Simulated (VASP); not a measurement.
A run of VASP 6.6.1 is set up as follows.

POSCAR

```
HfTi
1.0
    3.1367509803      0.0000000000      0.0000000000
   -1.5683754902      2.7165060343      0.0000000000
    0.0000000000      0.0000000000      4.9084433095
Hf Ti
1 1
Direct
    0.6666666667      0.3333333333      0.5000000000
    0.3333333333      0.6666666667      0.0000000000
```

File INCAR.step1:

```
SYSTEM = HfTi
PREC = Accurate
ENCUT = 520
ISMEAR = 0
SIGMA = 0.05
LREAL = .False.
LASPH = .True.
NELM = 150
MAGMOM = 0 0 0 0 0 0
LSORBIT = .True.
GGA_COMPAT = .False.
LMAXMIX = 4
NBANDS = 34
GGA = PE
ALGO = Normal
EDIFF = 1E-4
LWAVE = .True.
LCHARG = .False.
```

Contents of INCAR.step2:

```
SYSTEM = HfTi
PREC = Accurate
ENCUT = 520
EDIFF = 1E-7
ISMEAR = 0
SIGMA = 0.05
LREAL = .False.
LASPH = .True.
NELM = 150
ALGO = Normal
ISIF = 2
LWAVE = .False.
LCHARG = .False.
MAGMOM = 0 0 0 0 0 0
LORBIT = 11
LSORBIT = .True.
GGA_COMPAT = .False.
LORBMOM = .True.
LMAXMIX = 4
METAGGA = R2SCAN
LMIXTAU = .True.
NBANDS = 34
ISTART = 1
```

The input KPOINTS:

```
regular mesh
0
Gamma
  8 8 4
  0 0 0
```

Potentials or basis: VASP PAW PBE potentials, release 64 (Hf_pv, Ti_sv).

Command:

```console
$ cat potpaw_PBE.64/Hf_pv/POTCAR potpaw_PBE.64/Ti_sv/POTCAR > POTCAR
$ cp INCAR.step1 INCAR
$ mpirun -np 1 vasp_ncl > vasp.out
$ cp INCAR.step2 INCAR
$ mpirun -np 1 vasp_ncl > vasp.out
```

(1) Predict the net moment.

(2) What does it give for the pressure?

Answers

(1) 0.00 μB per cell.

(2) -5.3 GPa.

Caveat: the PAW data sets were made with another functional, which shifts forces and pressure a little.
